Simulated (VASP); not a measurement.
# Which magnetic order does MnB take?, part 2 of 4

Wanted: the lowest of several collinear orders of MnB. The start is a cell from a database of measured crystal structures.

VASP 6.6.1, plane waves and PAW; the level of theory is named at each step.

Still holding for the runs below: The magnetic state follows from one typed start and may not be the lowest. The k-mesh is coarse for a metal. A U on the itinerant d states of such a compound is hard to justify; it moves the bands at the Fermi level and favours large moments.

So far: The starting structure; Magnetic order, start order fm, signs ++++.

## Step 2: Magnetic order, start order fm, signs ++++ (continued)

Level of this step: SCAN, DFT+U (Mn d 3 eV), spin-polarised, from parallel moments; plane waves and PAW (Mn, B) (VASP).

Valence density in the ac plane at fractional y = 0.250, with atoms of Mn and B within 0.2 Å of it. It is the smooth field of the valence electrons, not physical close to the nuclei.

Ten steps, logarithmic in the rise over the least value, from '_' (0.2 e/Å³) to '@' (5.4 e/Å³), each cell a mean:
```
::--++==----==========::____..
------::::--========--::..::--
======::..::--======--::..--==
======--....::--------::::--==
======--..__..::--==++==--====
======::..____..++##%%##==--==
------::..____::**@@@@%%++::--
::==++++--..__..++%%@@##==....
--##%%%%**::..::--++++==::__..
--%%@@@@##------------::______
--**%%%%**--========--..______
```
Columns run along a (5.6 Å), rows up along c (4.1 Å). Atoms in or near the plane, at fractional coordinates: Mn at (0.68, 0.38), Mn at (0.18, 0.12), B at (0.53, 0.89), B at (0.03, 0.61).

The largest moment at the end is 3.37 μB, and the moments of the cell sum to 12.04 μB.

## Step 3: Magnetic order, start order AFM 1, signs +-+-

This step: SCAN, DFT+U (Mn d 3 eV), spin-polarised, from moments of both signs; plane waves and PAW (Mn, B) (VASP 6.6.1).

The input, INCAR:

```
SYSTEM = MnB
PREC = Normal
ENCUT = 390
EDIFF = 1E-06
NELM = 150
ISMEAR = 0
SIGMA = 0.05
LREAL = .FALSE.
ALGO = Normal
METAGGA = SCAN
LASPH = .TRUE.
NBANDS = 32
ISPIN = 2
MAGMOM = 4 -4 4 -4 0 0 0 0
LDAU = .TRUE.
LDAUTYPE = 2
LDAUL = 2 -1
LDAUU = 3 0
LDAUJ = 0 0
LDAUPRINT = 1
LMAXMIX = 4
LORBIT = 11
LWAVE = .FALSE.
LCHARG = .TRUE.
KPAR = 2
AMIX = 0.2
BMIX = 1E-04
AMIX_MAG = 0.8
BMIX_MAG = 1E-04
```

The input, POSCAR:

```
MnB
1.0
    5.5631820000      0.0000000000      0.0000000000
    0.0000000000      2.9768500000      0.0000000000
    0.0000000000      0.0000000000      4.1472430000
Mn B
4 4
Direct
    0.8241200000      0.7500000000      0.8791700000
    0.6758800000      0.2500000000      0.3791700000
    0.3241200000      0.7500000000      0.6208300000
    0.1758800000      0.2500000000      0.1208300000
    0.9659000000      0.7500000000      0.3872000000
    0.5341000000      0.2500000000      0.8872000000
    0.4659000000      0.7500000000      0.1128000000
    0.0341000000      0.2500000000      0.6128000000
```

The input, KPOINTS:

```
Automatic mesh
0
Gamma
3 6 4
0 0 0
```

PAW data sets: Mn and B (PBE family, release 64).

Started as:

```console
$ mpirun -np 2 vasp_std
```

What it wrote:

```text
[banner, memory and clock lines left out]
running    2 mpi-ranks, on    1 nodes
 distrk:  each k-point on    1 cores,    2 groups
 distr:  one band on    1 cores,    1 groups

 POSCAR found type information on POSCAR MnB
 POSCAR found :  2 types and       8 ions
 [... a notice as in an earlier step ...]

 LDA part: xc-table for (None), standard interpolation
 POSCAR, INCAR and KPOINTS ok, starting setup
 FFT: planning ... GRIDC
 FFT: planning ... GRID_SOFT
 FFT: planning ... GRID
 WAVECAR not read
 entering main loop
       N       E                     dE             d eps       ncg     rms          rms(c)
DAV:   1     0.265159662725E+03    0.26516E+03   -0.13324E+04  3072   0.119E+03
DAV:   2    -0.832003159282E+02   -0.34836E+03   -0.33295E+03  3072   0.357E+02
DAV:   3    -0.116880891533E+03   -0.33681E+02   -0.31942E+02  4600   0.136E+02
DAV:   4    -0.118268212144E+03   -0.13873E+01   -0.13739E+01  4992   0.307E+01
DAV:   5    -0.118300937105E+03   -0.32725E-01   -0.32686E-01  4824   0.453E+00    0.400E+01
DAV:   6    -0.961682462259E+02    0.22133E+02   -0.44221E+01  5504   0.994E+01    0.187E+01
DAV:   7    -0.970298498143E+02   -0.86160E+00   -0.83861E+00  5376   0.286E+01    0.148E+01
DAV:   8    -0.972303286136E+02   -0.20048E+00   -0.74039E-01  4720   0.852E+00    0.114E+01
DAV:   9    -0.972352859109E+02   -0.49573E-02   -0.21522E-01  5168   0.419E+00    0.688E+00
DAV:  10    -0.972368615810E+02   -0.15757E-02   -0.20564E-01  4760   0.445E+00    0.113E+00
DAV:  11    -0.972470577708E+02   -0.10196E-01   -0.23205E-02  4408   0.200E+00    0.403E-01
DAV:  12    -0.972480831122E+02   -0.10253E-02   -0.54553E-03  4456   0.648E-01    0.200E-01
DAV:  13    -0.972486275277E+02   -0.54442E-03   -0.14725E-03  4312   0.280E-01    0.985E-02
DAV:  14    -0.972490454585E+02   -0.41793E-03   -0.32414E-04  4144   0.172E-01    0.507E-02
DAV:  15    -0.972492714257E+02   -0.22597E-03   -0.81919E-05  4248   0.792E-02    0.284E-02
DAV:  16    -0.972494055036E+02   -0.13408E-03   -0.50080E-05  4464   0.568E-02    0.158E-02
DAV:  17    -0.972493900528E+02    0.15451E-04   -0.13507E-05  3976   0.329E-02    0.656E-03
DAV:  18    -0.972493682461E+02    0.21807E-04   -0.25580E-06  2376   0.144E-02    0.417E-03
DAV:  19    -0.972493665515E+02    0.16946E-05   -0.81874E-07  2160   0.852E-03    0.314E-03
DAV:  20    -0.972493731214E+02   -0.65699E-05   -0.38215E-07  1712   0.617E-03    0.156E-03
DAV:  21    -0.972493720910E+02    0.10304E-05   -0.15111E-07  1616   0.468E-03    0.805E-04
DAV:  22    -0.972493717407E+02    0.35030E-06   -0.54165E-08  1592   0.243E-03
   1 F= -.97249372E+02 E0= -.97247629E+02  d E =-.348464E-02  mag=    -0.0000
```

The job ended after 47 s (2 MPI ranks of Intel Xeon 6975P-C (Granite Rapids), shared host; peak memory 0.31 GiB).

OUTCAR, selected parts (step 3):

```text
 Found     24 irreducible k-points:

   NELECT =      40.0000    total number of electrons

atom =   1  type =  1  l = 2

 onsite density matrix

spin component  1

  0.7832  0.0166 -0.0000  0.0000 -0.0000
  0.0166  0.8470  0.0000 -0.0000 -0.0000
 -0.0000  0.0000  0.8766  0.0008  0.0125
  0.0000 -0.0000  0.0008  0.8725 -0.0012
 -0.0000 -0.0000  0.0125 -0.0012  0.9112

spin component  2

  0.2633 -0.0557  0.0000 -0.0000  0.0000
 -0.0557  0.1308 -0.0000  0.0000  0.0000
  0.0000 -0.0000  0.2005  0.0083  0.0232
 -0.0000  0.0000  0.0083  0.1378 -0.0052
  0.0000  0.0000  0.0232 -0.0052  0.0980

 occupancies and eigenvectors

  o =  0.0919  v =  0.0000  0.0000  0.0000  0.0000  0.0000  0.0000  0.0000 -0.2176  0.1499  0.9645      0.0000  0.0000  0.0000  0.0000  0.0000  0.0000  0.0000  0.0000  0.0000  0.0000
  o =  0.1105  v =  0.0000  0.0000  0.0000  0.0000  0.0000  0.3425  0.9395 -0.0000  0.0000 -0.0000      0.0000  0.0000  0.0000  0.0000  0.0000  0.0000  0.0000  0.0000  0.0000  0.0000
  o =  0.1381  v =  0.0000  0.0000  0.0000  0.0000  0.0000  0.0000 -0.0000 -0.0680  0.9834 -0.1682      0.0000  0.0000  0.0000  0.0000  0.0000  0.0000  0.0000  0.0000  0.0000  0.0000
  o =  0.2063  v =  0.0000  0.0000  0.0000  0.0000  0.0000  0.0000  0.0000  0.9737  0.1022  0.2038      0.0000  0.0000  0.0000  0.0000  0.0000  0.0000  0.0000  0.0000  0.0000  0.0000
  o =  0.2836  v =  0.0000  0.0000  0.0000  0.0000  0.0000 -0.9395  0.3425 -0.0000  0.0000 -0.0000      0.0000  0.0000  0.0000  0.0000  0.0000  0.0000  0.0000  0.0000  0.0000  0.0000
  o =  0.7792  v = -0.9713  0.2378 -0.0000  0.0000 -0.0000  0.0000  0.0000  0.0000  0.0000  0.0000      0.0000  0.0000  0.0000  0.0000  0.0000  0.0000  0.0000  0.0000  0.0000  0.0000
  o =  0.8510  v = -0.2378 -0.9713  0.0000 -0.0000  0.0000  0.0000  0.0000  0.0000  0.0000  0.0000      0.0000  0.0000  0.0000  0.0000  0.0000  0.0000  0.0000  0.0000  0.0000  0.0000
  o =  0.8714  v =  0.0000 -0.0000 -0.6657  0.7101  0.2295  0.0000  0.0000  0.0000  0.0000  0.0000      0.0000  0.0000  0.0000  0.0000  0.0000  0.0000  0.0000  0.0000  0.0000  0.0000
  o =  0.8737  v =  0.0000 -0.0000  0.6804  0.7038 -0.2042  0.0000  0.0000  0.0000  0.0000  0.0000      0.0000  0.0000  0.0000  0.0000  0.0000  0.0000  0.0000  0.0000  0.0000  0.0000
  o =  0.9153  v =  0.0000  0.0000  0.3066 -0.0202  0.9516  0.0000  0.0000  0.0000  0.0000  0.0000      0.0000  0.0000  0.0000  0.0000  0.0000  0.0000  0.0000  0.0000  0.0000  0.0000

atom =   2  type =  1  l = 2

 onsite density matrix

spin component  1

  0.2633  0.0557  0.0000 -0.0000 -0.0000
  0.0557  0.1308  0.0000 -0.0000  0.0000
  0.0000  0.0000  0.2005 -0.0083  0.0232
 -0.0000 -0.0000 -0.0083  0.1378  0.0052
 -0.0000  0.0000  0.0232  0.0052  0.0980

spin component  2

  0.7832 -0.0166 -0.0000  0.0000  0.0000
 -0.0166  0.8470 -0.0000  0.0000 -0.0000
 -0.0000 -0.0000  0.8766 -0.0008  0.0125
  0.0000  0.0000 -0.0008  0.8725  0.0012
  0.0000 -0.0000  0.0125  0.0012  0.9112

 occupancies and eigenvectors

  o =  0.0919  v =  0.0000  0.0000 -0.2176 -0.1499  0.9645  0.0000  0.0000  0.0000  0.0000  0.0000      0.0000  0.0000  0.0000  0.0000  0.0000  0.0000  0.0000  0.0000  0.0000  0.0000
  o =  0.1105  v = -0.3425  0.9395  0.0000 -0.0000 -0.0000  0.0000  0.0000  0.0000  0.0000  0.0000      0.0000  0.0000  0.0000  0.0000  0.0000  0.0000  0.0000  0.0000  0.0000  0.0000
  o =  0.1381  v =  0.0000  0.0000  0.0680  0.9834  0.1682  0.0000  0.0000  0.0000  0.0000  0.0000      0.0000  0.0000  0.0000  0.0000  0.0000  0.0000  0.0000  0.0000  0.0000  0.0000
  o =  0.2063  v =  0.0000 -0.0000  0.9737 -0.1022  0.2038  0.0000  0.0000  0.0000  0.0000  0.0000      0.0000  0.0000  0.0000  0.0000  0.0000  0.0000  0.0000  0.0000  0.0000  0.0000
  o =  0.2836  v = -0.9395 -0.3425 -0.0000  0.0000  0.0000  0.0000  0.0000  0.0000  0.0000  0.0000      0.0000  0.0000  0.0000  0.0000  0.0000  0.0000  0.0000  0.0000  0.0000  0.0000
  o =  0.7792  v =  0.0000  0.0000  0.0000  0.0000  0.0000 -0.9713 -0.2378 -0.0000  0.0000  0.0000      0.0000  0.0000  0.0000  0.0000  0.0000  0.0000  0.0000  0.0000  0.0000  0.0000
  o =  0.8510  v =  0.0000  0.0000  0.0000  0.0000  0.0000  0.2378 -0.9713 -0.0000  0.0000  0.0000      0.0000  0.0000  0.0000  0.0000  0.0000  0.0000  0.0000  0.0000  0.0000  0.0000
  o =  0.8714  v =  0.0000  0.0000  0.0000  0.0000  0.0000  0.0000  0.0000  0.6657  0.7101 -0.2295      0.0000  0.0000  0.0000  0.0000  0.0000  0.0000  0.0000  0.0000  0.0000  0.0000
  o =  0.8737  v =  0.0000  0.0000  0.0000  0.0000  0.0000  0.0000  0.0000 -0.6804  0.7038  0.2042      0.0000  0.0000  0.0000  0.0000  0.0000  0.0000  0.0000  0.0000  0.0000  0.0000
  o =  0.9153  v =  0.0000  0.0000  0.0000  0.0000  0.0000  0.0000 -0.0000 -0.3066 -0.0202 -0.9516      0.0000  0.0000  0.0000  0.0000  0.0000  0.0000  0.0000  0.0000  0.0000  0.0000

atom =   3  type =  1  l = 2

 onsite density matrix

spin component  1

  0.7832 -0.0166 -0.0000  0.0000  0.0000
 -0.0166  0.8470  0.0000 -0.0000 -0.0000
 -0.0000  0.0000  0.8766 -0.0008  0.0125
  0.0000 -0.0000 -0.0008  0.8725  0.0012
  0.0000 -0.0000  0.0125  0.0012  0.9112

spin component  2

  0.2633  0.0557  0.0000 -0.0000 -0.0000
  0.0557  0.1308  0.0000  0.0000  0.0000
  0.0000  0.0000  0.2005 -0.0083  0.0232
 -0.0000  0.0000 -0.0083  0.1378  0.0052
 -0.0000  0.0000  0.0232  0.0052  0.0980

 occupancies and eigenvectors

[...]
0.0000  0.0000  0.2005  0.0083  0.0232
 -0.0000  0.0000  0.0083  0.1378 -0.0052
  0.0000  0.0000  0.0232 -0.0052  0.0980

spin component  2

 occupancies and eigenvectors

  o =  0.0919  v =  0.0000 -0.0000 -0.2176  0.1499  0.9645  0.0000  0.0000  0.0000  0.0000  0.0000      0.0000  0.0000  0.0000  0.0000  0.0000  0.0000  0.0000  0.0000  0.0000  0.0000
  o =  0.1105  v =  0.3425  0.9395 -0.0000  0.0000 -0.0000  0.0000  0.0000  0.0000  0.0000  0.0000      0.0000  0.0000  0.0000  0.0000  0.0000  0.0000  0.0000  0.0000  0.0000  0.0000
  o =  0.1381  v =  0.0000 -0.0000 -0.0680  0.9834 -0.1682  0.0000  0.0000  0.0000  0.0000  0.0000      0.0000  0.0000  0.0000  0.0000  0.0000  0.0000  0.0000  0.0000  0.0000  0.0000
  o =  0.2063  v =  0.0000  0.0000  0.9737  0.1022  0.2038  0.0000  0.0000  0.0000  0.0000  0.0000      0.0000  0.0000  0.0000  0.0000  0.0000  0.0000  0.0000  0.0000  0.0000  0.0000
  o =  0.2836  v = -0.9395  0.3425 -0.0000  0.0000 -0.0000  0.0000  0.0000  0.0000  0.0000  0.0000      0.0000  0.0000  0.0000  0.0000  0.0000  0.0000  0.0000  0.0000  0.0000  0.0000
  o =  0.7792  v =  0.0000  0.0000  0.0000  0.0000  0.0000 -0.9713  0.2378 -0.0000  0.0000 -0.0000      0.0000  0.0000  0.0000  0.0000  0.0000  0.0000  0.0000  0.0000  0.0000  0.0000
  o =  0.8510  v =  0.0000  0.0000  0.0000  0.0000  0.0000 -0.2378 -0.9713  0.0000 -0.0000  0.0000      0.0000  0.0000  0.0000  0.0000  0.0000  0.0000  0.0000  0.0000  0.0000  0.0000
  o =  0.8714  v =  0.0000  0.0000  0.0000  0.0000  0.0000  0.0000 -0.0000 -0.6657  0.7101  0.2295      0.0000  0.0000  0.0000  0.0000  0.0000  0.0000  0.0000  0.0000  0.0000  0.0000
  o =  0.8737  v =  0.0000  0.0000  0.0000  0.0000  0.0000  0.0000  0.0000  0.6804  0.7038 -0.2042      0.0000  0.0000  0.0000  0.0000  0.0000  0.0000  0.0000  0.0000  0.0000  0.0000
  o =  0.9153  v =  0.0000  0.0000  0.0000  0.0000  0.0000  0.0000  0.0000  0.3066 -0.0202  0.9516      0.0000  0.0000  0.0000  0.0000  0.0000  0.0000  0.0000  0.0000  0.0000  0.0000

 E-fermi :   8.1527

 spin component 1
 k-point     1 :       0.0000    0.0000    0.0000
  band No.  band energies     occupation
    ...
     17       5.8648      1.00000
     18       6.3580      1.00000
     19       6.5233      1.00000
     20       7.1250      1.00000
     21       7.6221      1.00000
     22       8.7398      0.00000
     23       9.9436      0.00000
     24      10.9181      0.00000
     25      10.9289      0.00000
     26      11.3631      0.00000
    ...

 k-point     2 :       0.3333    0.0000    0.0000
  band No.  band energies     occupation
    ...
     17       6.1824      1.00000
     18       6.4893      1.00000
     19       6.5459      1.00000
     20       7.1739      1.00000
     21       7.9015      1.00000
     22       8.4527      0.00000
     23      10.3391      0.00000
     24      10.8006      0.00000
     25      11.1562      0.00000
     26      11.3527      0.00000
    ...

 k-point     3 :       0.0000    0.1667    0.0000
  band No.  band energies     occupation
    ...
     17       6.0393      1.00000
     18       6.4631      1.00000
     19       7.2144      1.00000
     20       7.6690      1.00000
     21       7.7175      1.00000
     22       9.3108      0.00000
     23       9.6113      0.00000
     24      10.6100      0.00000
     25      10.7853      0.00000
     26      11.0130      0.00000
    ...

 k-point     4 :       0.3333    0.1667    0.0000
  band No.  band energies     occupation
    ...
     16       4.9817      1.00000
     17       5.7519      1.00000
     18       6.3663      1.00000
     19       7.2431      1.00000
     20       7.7926      1.00000
     21       8.2808      0.00015
     22       8.7775      0.00000
     23      10.0356      0.00000
     24      10.4426      0.00000
     25      10.8824      0.00000
    ...

  Total       14.7438351      6.0930466     12.5467662      0.0000000      0.0000000      0.0000000
  in kB      343.9389360    142.1364211    292.6864954      0.0000000      0.0000000      0.0000000
  external PRESSURE =     259.5872842 kB  Pullay stress =       0.0000000 kB

 POSITION                                       TOTAL-FORCE (eV/Angst)
 -----------------------------------------------------------------------------------
      4.58473      2.23264      3.64613        -0.093956     -0.000000     -0.092410
      3.76004      0.74421      1.57251         0.093956      0.000000     -0.092410
      1.80314      2.23264      2.57473        -0.093956     -0.000000      0.092410
      0.97845      0.74421      0.50111         0.093956     -0.000000      0.092410
      5.37348      2.23264      1.60581         0.260965      0.000000      0.662823
      2.97130      0.74421      3.67943        -0.260965      0.000000      0.662823
      2.59189      2.23264      0.46781         0.260965      0.000000     -0.662823
      0.18970      0.74421      2.54143        -0.260965     -0.000000     -0.662823
 -----------------------------------------------------------------------------------
    total drift:                                0.000000      0.000000      0.000000

  FREE ENERGIE OF THE ION-ELECTRON SYSTEM (eV)
  ---------------------------------------------------
  free  energy   TOTEN  =       -97.2493717407 eV

  energy  without entropy=      -97.2458871028  energy(sigma->0) =      -97.24762942

 total charge
# of ion       s       p       d       tot
------------------------------------------
    1        0.359   0.539   5.090   5.989
    2        0.359   0.539   5.090   5.989
    3        0.359   0.539   5.090   5.989
    4        0.359   0.539   5.090   5.989
    5        0.703   1.282   0.000   1.985
    6        0.703   1.282   0.000   1.985
    7        0.703   1.282   0.000   1.985
    8        0.703   1.282   0.000   1.985
--------------------------------------------------
tot          4.248   7.286  20.362  31.896

 magnetization (x)
# of ion       s       p       d       tot
------------------------------------------
    1        0.055   0.070   3.454   3.579
    2       -0.055  -0.070  -3.454  -3.579
    3        0.055   0.070   3.454   3.579
    4       -0.055  -0.070  -3.454  -3.579
    5        0.032   0.097   0.000   0.128
    6       -0.032  -0.097   0.000  -0.128
    7        0.032   0.097   0.000   0.128
    8       -0.032  -0.097   0.000  -0.128
--------------------------------------------------
tot          0.000   0.000  -0.000  -0.000

[... 9 parts as in an earlier step ...]

[... 9 further parts left out ...]
```

Numbers from this step:

* electronic cycles: 22
* free energy (TOTEN): -97.2494 eV
* energy at zero smearing: -97.2476 eV
* Fermi energy: 8.153 eV

Spin moment in the PAW sphere by atom:

```tsv
atom	spin moment in the PAW sphere (μB)
Mn1	3.58
Mn2	-3.58
Mn3	3.58
Mn4	-3.58
B5	0.13
B6	-0.13
B7	0.13
B8	-0.13
```

Force by atom:

```tsv
atom	x (eV/Å)	y (eV/Å)	z (eV/Å)	size
Mn1	-0.094	0.000	-0.092	0.132
Mn2	0.094	0.000	-0.092	0.132
Mn3	-0.094	0.000	0.092	0.132
Mn4	0.094	0.000	0.092	0.132
B5	0.261	0.000	0.663	0.712
B6	-0.261	0.000	0.663	0.712
B7	0.261	0.000	-0.663	0.712
B8	-0.261	0.000	-0.663	0.712
```

Spin density in the ac plane at fractional y = 0.250, with atoms of Mn and B within 0.2 Å of it.

Ten even steps from '0' (-4.1 e/Å³) to '9' (0.1 e/Å³), each cell a mean:
```
998899999999999
999999999999999
999999999999999
999999999999999
999999999889999
999999998546999
999999997204899
998899998535899
973479999888999
950169999999999
974589999999999
```
Columns run along a (5.6 Å), rows up along c (4.1 Å). Atoms in or near the plane, at fractional coordinates: Mn at (0.68, 0.38), Mn at (0.18, 0.12), B at (0.53, 0.89), B at (0.03, 0.61).

Valence density in the ac plane at fractional y = 0.250, with atoms of Mn and B within 0.2 Å of it. It is the smooth field of the valence electrons, not physical close to the nuclei.

Ten steps, logarithmic in the rise over the least value, from '0' (0.2 e/Å³) to '9' (5.4 e/Å³), each cell a mean:
```
245433444542112
333223444542123
544222345432234
444321234332234
444311123554344
444210015787434
443210026998533
346531025897422
378862123564201
379973334332000
368863445432001
```
Columns run along a (5.6 Å), rows up along c (4.1 Å). Atoms in or near the plane, at fractional coordinates: Mn at (0.68, 0.38), Mn at (0.18, 0.12), B at (0.53, 0.89), B at (0.03, 0.61).

The largest moment at the end is 3.58 μB, and the moments of the cell sum to 0.00 μB.

(Part 2 of 4 ends here.)

[Lines on the potential files, build, host, timing and source positions are cut from VASP's logs without a mark.]

[Logs are printed without paths, hosts, clocks, repeated set-up lines and the standing remarks that a program may print on its own settings, such as how far it seeks lower states.]

[Hosts, paths, dates, database ids (printed as entryN), source tags and the programs' standing remarks are cut or masked in the printed files.]

[In band tables of VASP the shares of atoms and orbitals are scaled to a sum of 1 inside the atoms' spheres.]

[Runs that stopped without an error message from VASP are left out.]
